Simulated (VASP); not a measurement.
Calculation: vdW-DF2, VASP's PBE PAW potentials (set 64) (plane waves; VASP 6.6.1).

Input for VASP

### KPOINTS
```
K-points
0
G
  7 7 6
0 0 0
```

### POSCAR
```
SnO
1.0
  3.7966282810   0.0000000000   0.0000000000
  0.0000000000   3.7966282810   0.0000000000
  0.0000000000   0.0000000000   4.6931706143
Sn O
2 2
Cartesian
  1.8983141405   0.0000000000   3.5274452098
  0.0000000000   1.8983141405   1.1657254045
  1.8983141405   1.8983141405   0.0000000000
  0.0000000000   0.0000000000   0.0000000000
```

INCAR:
```
SYSTEM = SnO
PREC = Accurate; ENCUT = 520; LREAL = .FALSE.
LASPH = .TRUE.
EDIFF = 1E-6; NELM = 100; ALGO = Normal
LMAXMIX = 4
ISMEAR = 1; SIGMA = 0.1
GGA = ML; LUSE_VDW = .TRUE.; AGGAC = 0.0
ZAB_VDW = -1.8867
IBRION = 2; NSW = 60; ISIF = 3
EDIFFG = -0.02
LWAVE = .FALSE.; LCHARG = .FALSE.
```

POTCAR, in this order: Sn_d O (PBE.64 set). Program: vasp_std.

The resulting files:

### OSZICAR
```
...
DAV:   5    -0.126110030933E+02    0.25609E-01   -0.11178E-01  2160   0.348E+00    0.291E-01
DAV:   6    -0.126022884658E+02    0.87146E-02   -0.78744E-03  2512   0.950E-01    0.143E-01
DAV:   7    -0.126018088692E+02    0.47960E-03   -0.14711E-03  2952   0.313E-01    0.404E-02
DAV:   8    -0.126017874458E+02    0.21423E-04   -0.16149E-04  2640   0.874E-02    0.111E-02
DAV:   9    -0.126017901256E+02   -0.26798E-05   -0.14428E-05  2008   0.252E-02    0.280E-03
DAV:  10    -0.126017905419E+02   -0.41624E-06   -0.15725E-06  1720   0.112E-02
   2 F= -.12601791E+02 E0= -.12601873E+02  d E =-.141087E+00
       N       E                     dE             d eps       ncg     rms          rms(c)
DAV:   1    -0.151004236670E+02   -0.24986E+01   -0.50812E+01  2472   0.944E+01    0.102E+01
DAV:   2    -0.131431432143E+02    0.19573E+01   -0.10681E+01  2496   0.287E+01    0.350E+00
DAV:   3    -0.128127072127E+02    0.33044E+00   -0.11510E+00  2592   0.187E+01    0.173E+00
DAV:   4    -0.127350129484E+02    0.77694E-01   -0.30697E-01  2480   0.862E+00    0.512E-01
DAV:   5    -0.127311809149E+02    0.38320E-02   -0.69419E-02  2608   0.251E+00    0.269E-01
DAV:   6    -0.127294708140E+02    0.17101E-02   -0.86795E-03  2976   0.745E-01    0.929E-02
DAV:   7    -0.127295223471E+02   -0.51533E-04   -0.60251E-04  2496   0.207E-01    0.309E-02
DAV:   8    -0.127294838985E+02    0.38449E-04   -0.17489E-04  2736   0.860E-02    0.128E-02
DAV:   9    -0.127294833788E+02    0.51971E-06   -0.86417E-06  1952   0.218E-02
   3 F= -.12729483E+02 E0= -.12729548E+02  d E =-.268780E+00
       N       E                     dE             d eps       ncg     rms          rms(c)
DAV:   1    -0.129837564259E+02   -0.25427E+00   -0.20734E+01  2992   0.428E+01    0.286E+00
DAV:   2    -0.128236600208E+02    0.16010E+00   -0.84918E-01  2528   0.936E+00    0.959E-01
DAV:   3    -0.127943425293E+02    0.29317E-01   -0.96806E-02  2672   0.456E+00    0.479E-01
DAV:   4    -0.127871753220E+02    0.71672E-02   -0.27946E-02  2632   0.236E+00    0.113E-01
DAV:   5    -0.127866800560E+02    0.49527E-03   -0.43392E-03  2680   0.690E-01    0.545E-02
DAV:   6    -0.127865930384E+02    0.87018E-04   -0.29446E-04  2896   0.166E-01    0.277E-02
DAV:   7    -0.127865826742E+02    0.10364E-04   -0.67173E-05  3216   0.772E-02    0.431E-03
DAV:   8    -0.127865833409E+02   -0.66674E-06   -0.51971E-06  2440   0.188E-02
   4 F= -.12786583E+02 E0= -.12786669E+02  d E =-.571000E-01
       N       E                     dE             d eps       ncg     rms          rms(c)
DAV:   1    -0.130079304307E+02   -0.22135E+00   -0.21657E+01  3008   0.437E+01    0.290E+00
DAV:   2    -0.128438983029E+02    0.16403E+00   -0.88866E-01  2528   0.955E+00    0.972E-01
DAV:   3    -0.128139184110E+02    0.29980E-01   -0.10010E-01  2656   0.463E+00    0.485E-01
DAV:   4    -0.128065861693E+02    0.73322E-02   -0.28690E-02  2640   0.240E+00    0.116E-01
DAV:   5    -0.128060890477E+02    0.49712E-03   -0.45577E-03  2696   0.703E-01    0.570E-02
DAV:   6    -0.128059944339E+02    0.94614E-04   -0.31103E-04  2928   0.169E-01    0.288E-02
DAV:   7    -0.128059830474E+02    0.11387E-04   -0.69946E-05  3184   0.821E-02    0.459E-03
DAV:   8    -0.128059838825E+02   -0.83512E-06   -0.63190E-06  2624   0.201E-02
   5 F= -.12805984E+02 E0= -.12806089E+02  d E =-.765005E-01
       N       E                     dE             d eps       ncg     rms          rms(c)
DAV:   1    -0.128902024038E+02   -0.84219E-01   -0.42133E+00  2736   0.176E+01    0.162E+00
DAV:   2    -0.128383716396E+02    0.51831E-01   -0.20692E-01  2472   0.430E+00    0.793E-01
DAV:   3    -0.128261765675E+02    0.12195E-01   -0.20286E-02  2488   0.217E+00    0.397E-01
DAV:   4    -0.128224942317E+02    0.36823E-02   -0.73521E-03  2984   0.113E+00    0.742E-02
DAV:   5    -0.128224486594E+02    0.45572E-04   -0.16946E-03  2320   0.484E-01    0.327E-02
DAV:   6    -0.128224339917E+02    0.14668E-04   -0.17659E-04  2360   0.115E-01    0.123E-02
DAV:   7    -0.128224351823E+02   -0.11906E-05   -0.14655E-05  2168   0.299E-02    0.306E-03
DAV:   8    -0.128224348449E+02    0.33734E-06   -0.17044E-06  1360   0.108E-02
   6 F= -.12822435E+02 E0= -.12822521E+02  d E =-.164510E-01
       N       E                     dE             d eps       ncg     rms          rms(c)
DAV:   1    -0.134106888325E+02   -0.58825E+00   -0.38377E+01  2728   0.555E+01    0.466E+00
DAV:   2    -0.129815670274E+02    0.42912E+00   -0.17390E+00  2440   0.126E+01    0.228E+00
DAV:   3    -0.128751928384E+02    0.10637E+00   -0.15246E-01  2408   0.585E+00    0.109E+00
DAV:   4    -0.128470498831E+02    0.28143E-01   -0.54210E-02  2840   0.298E+00    0.190E-01
DAV:   5    -0.128467977644E+02    0.25212E-03   -0.12282E-02  2384   0.137E+00    0.874E-02
DAV:   6    -0.128466937618E+02    0.10400E-03   -0.13762E-03  2472   0.313E-01    0.315E-02
DAV:   7    -0.128467080470E+02   -0.14285E-04   -0.14260E-04  2360   0.986E-02    0.109E-02
DAV:   8    -0.128467072913E+02    0.75572E-06   -0.25236E-05  2544   0.491E-02    0.399E-03
DAV:   9    -0.128467068077E+02    0.48361E-06   -0.20622E-06  1672   0.150E-02
   7 F= -.12846707E+02 E0= -.12846775E+02  d E =-.407229E-01
       N       E                     dE             d eps       ncg     rms          rms(c)
DAV:   1    -0.128670169360E+02   -0.20310E-01   -0.12978E+00  2728   0.945E+00    0.870E-01
DAV:   2    -0.128518003310E+02    0.15217E-01   -0.58694E-02  2400   0.236E+00    0.434E-01
DAV:   3    -0.128481741352E+02    0.36262E-02   -0.60579E-03  2544   0.121E+00    0.210E-01
DAV:   4    -0.128471710279E+02    0.10031E-02   -0.19801E-03  2936   0.583E-01    0.417E-02
DAV:   5    -0.128471573333E+02    0.13695E-04   -0.52744E-04  2312   0.266E-01    0.193E-02
DAV:   6    -0.128471508718E+02    0.64615E-05   -0.59474E-05  2392   0.640E-02    0.698E-03
DAV:   7    -0.128471511227E+02   -0.25094E-06   -0.48639E-06  2080   0.168E-02
   8 F= -.12847151E+02 E0= -.12847218E+02  d E =-.411672E-01
       N       E                     dE             d eps       ncg     rms          rms(c)
DAV:   1    -0.133742417228E+02   -0.52709E+00   -0.12743E+01  2296   0.523E+01    0.460E+00
DAV:   2    -0.129266226656E+02    0.44762E+00   -0.23495E+00  2304   0.136E+01    0.164E+00
DAV:   3    -0.128566334106E+02    0.69989E-01   -0.21562E-01  2536   0.645E+00    0.817E-01
DAV:   4    -0.128366654230E+02    0.19968E-01   -0.64589E-02  2384   0.385E+00    0.199E-01
DAV:   5    -0.128356317377E+02    0.10337E-02   -0.13128E-02  2632   0.118E+00    0.100E-01
DAV:   6    -0.128351849748E+02    0.44676E-03   -0.11920E-03  2472   0.321E-01    0.300E-02
DAV:   7    -0.128351775290E+02    0.74458E-05   -0.13095E-04  2520   0.942E-02    0.155E-02
DAV:   8    -0.128351748905E+02    0.26385E-05   -0.30917E-05  2760   0.577E-02    0.464E-03
DAV:   9    -0.128351744379E+02    0.45264E-06   -0.28842E-06  1912   0.199E-02
   9 F= -.12835174E+02 E0= -.12835242E+02  d E =0.119767E-01
       N       E                     dE             d eps       ncg     rms          rms(c)
DAV:   1    -0.131257613685E+02   -0.29059E+00   -0.62203E+00  2296   0.339E+01    0.334E+00
DAV:   2    -0.128955245129E+02    0.23024E+00   -0.12294E+00  2368   0.952E+00    0.119E+00
DAV:   3    -0.128595210338E+02    0.36003E-01   -0.11168E-01  2544   0.533E+00    0.585E-01
DAV:   4    -0.128499603486E+02    0.95607E-02   -0.33516E-02  2368   0.292E+00    0.162E-01
DAV:   5    -0.128495585135E+02    0.40184E-03   -0.86073E-03  2616   0.962E-01    0.821E-02
DAV:   6    -0.128493805744E+02    0.17794E-03   -0.87166E-04  2584   0.258E-01    0.246E-02
DAV:   7    -0.128493885624E+02   -0.79879E-05   -0.76288E-05  2368   0.710E-02    0.124E-02
DAV:   8    -0.128493857435E+02    0.28189E-05   -0.27530E-05  2736   0.535E-02    0.584E-03
DAV:   9    -0.128493860824E+02   -0.33889E-06   -0.36930E-06  1728   0.247E-02
  10 F= -.12849386E+02 E0= -.12849453E+02  d E =-.223496E-02
```

OUTCAR:
```
------------------------ aborting loop because EDIFF is reached ----------------------------------------
  FORCE on cell =-STRESS in cart. coord.  units (eV):
  Direction    XX          YY          ZZ          XY          YZ          ZX
  --------------------------------------------------------------------------------------
  Total        0.0327262      0.0327262     -0.0357337      0.0000000     -0.0000000      0.0000000
  in kB        0.6400310      0.6400310     -0.6988494      0.0000000     -0.0000000      0.0000000
  external PRESSURE =       0.1937375 kB  Pullay stress =       0.0000000 kB
  volume of cell :       81.92
      direct lattice vectors                 reciprocal lattice vectors
     3.964627996  0.000000000  0.000000000     0.252230474  0.000000000  0.000000000
     0.000000000  3.964627996 -0.000000000     0.000000000  0.252230474 -0.000000000
     0.000000000  0.000000000  5.211953162     0.000000000  0.000000000  0.191866651
 POSITION                                       TOTAL-FORCE (eV/Angst)
 -----------------------------------------------------------------------------------
      1.98231      0.00000      4.04069         0.000000      0.000000      0.006331
      0.00000      1.98231      1.17126        -0.000000     -0.000000     -0.006331
      1.98231      1.98231     -0.00000         0.000000     -0.000000      0.000000
      0.00000      0.00000      0.00000         0.000000      0.000000      0.000000
 -----------------------------------------------------------------------------------
    total drift:                                0.000000      0.000000      0.000000
  FREE ENERGIE OF THE ION-ELECTRON SYSTEM (eV)
  ---------------------------------------------------
  free  energy   TOTEN  =       -12.8493860824 eV

  energy  without entropy=      -12.8495877531  energy(sigma->0) =      -12.84945331

 reached required accuracy - stopping structural energy minimisation
```
(Selected blocks of OUTCAR.)

CONTCAR:
```
SnO
   1.00000000000000
     3.9646279959609800    0.0000000000000000    0.0000000000000000
     0.0000000000000000    3.9646279959609800   -0.0000000000000000
     0.0000000000000000    0.0000000000000000    5.2119531616317323
  Sn              O
     2     2
Direct
     0.5000000000000000    0.0000000000000000    0.7752734438665384
     0.0000000000000000    0.5000000000000000    0.2247265561334617
     0.5000000000000000    0.5000000000000000    0.0000000000000000
     0.0000000000000000    0.0000000000000000    0.0000000000000000
```

Energy and stress use the plane-wave basis of the starting cell.

The compound is SnO in the litharge structure. This run relaxes it. Symmetry was kept, so distortions that lower it aren't found. The start is the result of an earlier pass.
